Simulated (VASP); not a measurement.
LaC2, 3 atoms in the cell. The structure is tetragonal, space group I4/mmm (No. 139). The conventional cell has a = 4.003 Å, b = 4.003 Å, c = 6.720 Å, α = 90.00°, β = 90.00°, γ = 90.00°. La (site symmetry 4/mmm) is surrounded by 10 C at 2.69 to 2.91 Å. Around C (site symmetry 4mm) lie 1 C at 1.33 Å.  The cell isn't the ideal one: a relaxed cell with its volume scaled by 1.09.

| Item | Value |
| --- | --- |
| Program | VASP 6.6.1 |
| Task | relaxation of shape and atoms at fixed volume |
| Functional | PBEsol |
| Potentials or basis | VASP PAW PBE potentials, release 64 (La, C) |
| Cutoff | 520 eV |
| k mesh | 16 × 16 × 16 |
| Occupations | gaussian, width 0.1 eV |
| Spin | no spin polarisation |
| Further INCAR settings | ALGO = Fast; EDIFF = 1e-07; IBRION = 2; EDIFFG = -0.002; NSW = 80; ISIF = 4 |

Potentials or basis: VASP PAW PBE potentials, release 64 (La, C).

The run is started by

```console
$ cat potpaw_PBE.64/La/POTCAR potpaw_PBE.64/C/POTCAR > POTCAR
$ mpirun -np 1 vasp_std > vasp.out
```

Hardware: 1 thread of Intel(R) Xeon(R) 6975P-C (Granite Rapids), with other jobs on the host.

**Question.** Estimate the wall time of this run.

**Answer.** Run time: 41 min on 1 thread of Intel(R) Xeon(R) 6975P-C (Granite Rapids), with other jobs on the host, peak memory 0.54 GiB. Counts: scf iterations 244, k points 349, ion steps 9.
